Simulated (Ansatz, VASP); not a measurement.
# Cross-check of SnSe2 between VASP and Ansatz, part 2 of 2

Aim: how closely do two programs agree when they are given the same cell, functional and k mesh? The cell is taken from a series of runs on this material, whose earlier steps may have relaxed, scaled, displaced or heated it; both programs get it as it stands.

VASP 6.6.1 and Ansatz 0.2.0.

So far: Set-up; Ansatz: single point, PBE, pair 1; VASP: single point, PBE, pair 1; Comparison; VASP: single point, PBE, pair 2.

**6. Ansatz: single point, PBE, pair 2**

Level of this step: Ansatz beside VASP: Kohn-Sham DFT, plane waves, PBE (Ansatz).

The same cell, functional and mesh now go to Ansatz, which takes its cutoff from its data sets.

The cell is taken from a series of runs on this material, whose earlier steps may have relaxed, scaled, displaced or heated it; both programs get it as it stands.

The input, input.yaml:

```yaml
crystal:
  lattice:
    - [3.8236047219, 0.0, 0.0]
    - [-1.9118023609, 3.3113388232, 0.0]
    - [0.0, 0.0, 43.5]
  atoms:
    - { symbol: Sn, position: [0.0, 0.0, 0.4203222531] }
    - { symbol: Se, position: [0.3333333333, 0.6666666667, 0.4571002177] }
    - { symbol: Se, position: [0.6666666667, 0.3333333333, 0.3835456328] }
    - { symbol: Sn, position: [0.0, 0.0, 0.5796777469] }
    - { symbol: Se, position: [0.6666666667, 0.3333333333, 0.6164543672] }
    - { symbol: Se, position: [0.3333333333, 0.6666666667, 0.5428997823] }
  periodic: [true, true, false]
kpoints:
  mp_grid: { grid: [9, 9, 1] }
hamiltonian:
  xc: pbe
  pseudopotentials: { kind: paw, azcp: { folder: soft_1 } }
scf:
  occupations: { method: fixed }
  n_extra_bands: 6
output:
  eigenvalues: true
  forces: true
  stress: true
  band_densities: [{ e_range: [-0.08, 0] }, { e_range: [0.58, 0.71] }]
  volumetric_format: npy
```

On the command line:

```console
$ ansatz run input.yaml --threads 4 --pin off --max-ram 17510MiB --backend cpu --events-out ev --progress --plain --runs-dir out
```

Numbers of over 12 decimals in the logs are rounded to 6 here.

The program printed:

```text
[...]
Crystal: 6 atoms, lattice volume = 550.764 Å³
Basis set: ecut = 420 eV, 10753 PW (Γ), exchange–correlation on 54×54×600 points (8 copies of the dense FFT grid, shifted against one another)
Bands: 52, of which v1, the nominal top of the filled ones, is band 46 counted from 1 (45 counted from 0)
Symmetry: 12 space group operations
[...]
k-point 11: bands = [... 42 lower, -7.1689, -6.9165, -6.8099, -6.5643, -4.3139, -4.0765, -1.0456, -1.0244, ... 2 higher]
--- Band densities, each state counted as filled ---
  window                                       electrons  max residual (eV)  cut levels
  e_range: [-0.08, 0]                           0.493827             2.9e-6           0
  e_range: [0.58, 0.71]                         0.148148             3.3e-6           0
[key lines of the parts left out:]
SCF converged after 11 iterations
Free energy (F): -33926.921489 eV
Fermi energy:    -5.946789 eV
P = ½ c Tr σ = 2.1340 N/m
```

**7. Comparison**

What differs besides the data sets and the points named for the pairs above, as far as they apply: the data sets hold 92 valence electrons in Ansatz (on its PAW soft_1 files) and 52 in VASP. Total energies have different zeros and are not compared.

Compared:

```csv
quantity,Ansatz,VASP,difference
gap on the k mesh (eV),0.686,0.685,+0.002
```

Forces (eV/Å; atoms numbered as in POSCAR):

```csv
atom,"Ansatz x, y, z","VASP x, y, z"
Sn1,"0.000, 0.000, -0.030","0.000, 0.000, -0.031"
Sn2,"0.000, 0.000, 0.030","0.000, 0.000, 0.031"
Se3,"0.000, 0.000, 0.010","0.000, 0.000, 0.025"
Se4,"0.000, 0.000, -0.101","0.000, 0.000, -0.116"
Se5,"0.000, 0.000, 0.101","0.000, 0.000, 0.116"
Se6,"0.000, 0.000, -0.010","0.000, 0.000, -0.025"
```

The forces differ by 7.1 meV/Å r.m.s., which is 17.4 % of the r.m.s. force of 0.041 eV/Å (both taken over all components). A gap on the mesh is an upper bound, since the band edges may lie between its points. Where the cell holds vacuum, a pressure given here is an average over it and none of the material.

**8. Ansatz: single point, PBE, pair 3**

A single point takes one fixed geometry, so differences don't come from the geometry; what else differs is listed under the comparison.

The cell is taken from a series of runs on this material, whose earlier steps may have relaxed, scaled, displaced or heated it; both programs get it as it stands.

The input, input.yaml:

```yaml
crystal:
  lattice:
    - [3.8231287535, 0.0, 0.0]
    - [-1.9115643767, 3.3109266225, 0.0]
    - [0.0, 0.0, 43.3]
  atoms:
    - { symbol: Sn, position: [0.0, 0.0, 0.4207572842] }
    - { symbol: Se, position: [0.3333333333, 0.6666666667, 0.4577396926] }
    - { symbol: Se, position: [0.6666666667, 0.3333333333, 0.383790764] }
    - { symbol: Sn, position: [0.6666666667, 0.3333333333, 0.5792427158] }
    - { symbol: Se, position: [0.0, 0.0, 0.616209236] }
    - { symbol: Se, position: [0.3333333333, 0.6666666667, 0.5422603074] }
  periodic: [true, true, false]
kpoints:
  mp_grid: { grid: [9, 9, 1] }
hamiltonian:
  xc: pbe
  pseudopotentials: { kind: paw, azcp: { folder: soft_1 } }
scf:
  occupations: { method: fixed }
  n_extra_bands: 6
output:
  eigenvalues: true
  forces: true
  stress: true
  band_densities: [{ e_range: [-0.08, 0] }, { e_range: [0.65, 0.78] }]
  volumetric_format: npy
```

The program printed:

```text
[...]
Crystal: 6 atoms, lattice volume = 548.096 Å³
Basis set: ecut = 420 eV, 10681 PW (Γ), exchange–correlation on 54×54×600 points (8 copies of the dense FFT grid, shifted against one another)
Bands: 52, of which v1, the nominal top of the filled ones, is band 46 counted from 1 (45 counted from 0)
Symmetry: 12 space group operations
[...]
k-points: 12 of 81
[...]
k-point 11: bands = [... 42 lower, -7.2026, -6.8665, -6.8665, -6.5313, -4.2008, -4.2008, -1.0399, -0.8159, ... 2 higher]
--- Band densities, each state counted as filled ---
  window                                       electrons  max residual (eV)  cut levels
  e_range: [-0.08, 0]                           0.493827             2.3e-6           0
  e_range: [0.65, 0.78]                         0.148148             2.3e-6           0
[key lines of the parts left out:]
SCF converged after 11 iterations
Free energy (F): -33926.919823 eV
Fermi energy:    -5.939588 eV
P = ½ c Tr σ = 2.1450 N/m
```

**9. VASP: single point, PBE, pair 3**

The same cell, functional and mesh now go to VASP, with its own data sets.

The input, INCAR:

```
SYSTEM = SnSe2
PREC = Accurate
ENCUT = 400
EDIFF = 1E-06
NELM = 120
ISMEAR = 0
SIGMA = 0.01
LREAL = .FALSE.
ALGO = Normal
GGA = PE
NBANDS = 32
LORBIT = 11
LWAVE = .FALSE.
LCHARG = .FALSE.
ISIF = 2
LDIPOL = .TRUE.
IDIPOL = 3
DIPOL = 0.5 0.5 0.5
LVHAR = .TRUE.
LASPH = .TRUE.
GGA_COMPAT = .FALSE.
EFERMI = MIDGAP
NELMDL = -8
KPAR = 2
```

The input, POSCAR:

```
SnSe2
1.0
    3.8231287535      0.0000000000      0.0000000000
   -1.9115643767      3.3109266225      0.0000000000
    0.0000000000      0.0000000000     43.3000000000
Sn Se
2 4
Direct
    0.0000000001      0.0000000000      0.4207572842
    0.6666666667      0.3333333334      0.5792427158
    0.3333333334      0.6666666667      0.4577396926
    0.6666666667      0.3333333334      0.3837907640
    0.0000000001      0.0000000000      0.6162092360
    0.3333333334      0.6666666667      0.5422603074
```

The input, KPOINTS:

```
Automatic mesh
0
Gamma
9 9 1
0 0 0
```

The projector-augmented-wave data sets are Sn_d and Se (PBE family, release 64).

On the command line:

```console
$ mpirun -np 2 vasp_std
```

The program printed:

```text
[... set-up lines as in an earlier step ...]
 entering main loop
       N       E                     dE             d eps       ncg     rms          rms(c)
DAV:   1     0.371573158634E+03    0.37157E+03   -0.19541E+04   968   0.109E+03
DAV:   2     0.224343493516E+02   -0.34914E+03   -0.34361E+03   992   0.259E+02
DAV:   3    -0.223797106029E+02   -0.44814E+02   -0.44306E+02   912   0.114E+02
DAV:   4    -0.241740499267E+02   -0.17943E+01   -0.17877E+01  1000   0.262E+01
[...]
DAV:  22    -0.236789459105E+02   -0.42744E-05   -0.36939E-08   632   0.836E-04    0.647E-04
DAV:  23    -0.236789518311E+02   -0.59206E-05   -0.11045E-07   600   0.127E-03    0.445E-04
DAV:  24    -0.236789527259E+02   -0.89472E-06   -0.22815E-08   584   0.894E-04
   1 F= -.23678953E+02 E0= -.23678953E+02  d E =0.000000E+00
```

From OUTCAR (step 9):

```text
  Total        1.7196194      1.7196194      1.2592029      0.0000000      0.0000000      0.0000000
  in kB        5.0267413      5.0267413      3.6808653      0.0000000      0.0000000      0.0000000
  external PRESSURE =       4.5781160 kB  Pullay stress =       0.0000000 kB

 POSITION                                       TOTAL-FORCE (eV/Angst)
 -----------------------------------------------------------------------------------
      0.00000      0.00000     18.21879        -0.000000      0.000000     -0.037533
      1.91156      1.10364     25.08121        -0.000000      0.000000      0.037533
      0.00000      2.20728     19.82013         0.000000     -0.000000      0.022020
      1.91156      1.10364     16.61814        -0.000000      0.000000     -0.113653
      0.00000      0.00000     26.68186         0.000000     -0.000000      0.113653
      0.00000      2.20728     23.47987        -0.000000      0.000000     -0.022020
 -----------------------------------------------------------------------------------
    total drift:                               -0.000000     -0.000000     -0.000255

  FREE ENERGIE OF THE ION-ELECTRON SYSTEM (eV)
  ---------------------------------------------------
  free  energy   TOTEN  =       -23.6789527259 eV

  energy  without entropy=      -23.6789527259  energy(sigma->0) =      -23.67895273

[... 1 part as in an earlier step ...]

[... 2 further parts left out ...]
[key lines of the parts left out:]
E-fermi :  -2.7279
```

**10. Side by side**

What differs besides the data sets and the points named for the pairs above, as far as they apply: the data sets hold 92 valence electrons in Ansatz (on its PAW soft_1 files) and 52 in VASP. Total energies have different zeros and are not compared.

Both answers:

```csv
quantity,Ansatz,VASP,difference
gap on the k mesh (eV),0.754,0.752,+0.002
```

Forces (eV/Å; atoms numbered as in POSCAR):

```csv
atom,"Ansatz x, y, z","VASP x, y, z"
Sn1,"0.000, 0.000, -0.037","0.000, 0.000, -0.038"
Sn2,"0.000, 0.000, 0.037","0.000, 0.000, 0.038"
Se3,"0.000, 0.000, 0.007","0.000, 0.000, 0.022"
Se4,"0.000, 0.000, -0.099","0.000, 0.000, -0.114"
Se5,"0.000, 0.000, 0.099","0.000, 0.000, 0.114"
Se6,"0.000, 0.000, -0.007","0.000, 0.000, -0.022"
```

The forces differ by 7.0 meV/Å r.m.s., which is 17.3 % of the r.m.s. force of 0.041 eV/Å (both taken over all components). A gap on the mesh is an upper bound, since the band edges may lie between its points. Where the cell holds vacuum, a pressure given here is an average over it and none of the material.

**11. Results**

* r.m.s. force difference (single point, PBE, pair 1): 6.9 meV/Å
* r.m.s. force difference (single point, PBE, pair 2): 7.1 meV/Å
* r.m.s. force difference (single point, PBE, pair 3): 7.0 meV/Å

In words: The r.m.s. force difference is 7.1 meV/Å (single point, PBE, pair 2), within the 12 meV/Å picked in this series as the mark of a large difference. The data sets hold unlike numbers of valence electrons (92 in Ansatz and 52 in VASP), so part of the differences may come from the potentials. 3 further pairs of this series are not shown here. How closely two codes agree says nothing of how well the functional describes the real material.

[Lines on the potential files, build, host, timing and source positions are cut from VASP's logs without a mark.]

[Logs are printed without paths, hosts, clocks, repeated set-up lines and the standing remarks that a program may print on its own settings, such as how far it seeks lower states.]

[Hosts, paths, dates, database ids (printed as entryN), source tags and the programs' standing remarks are cut or masked in the printed files.]
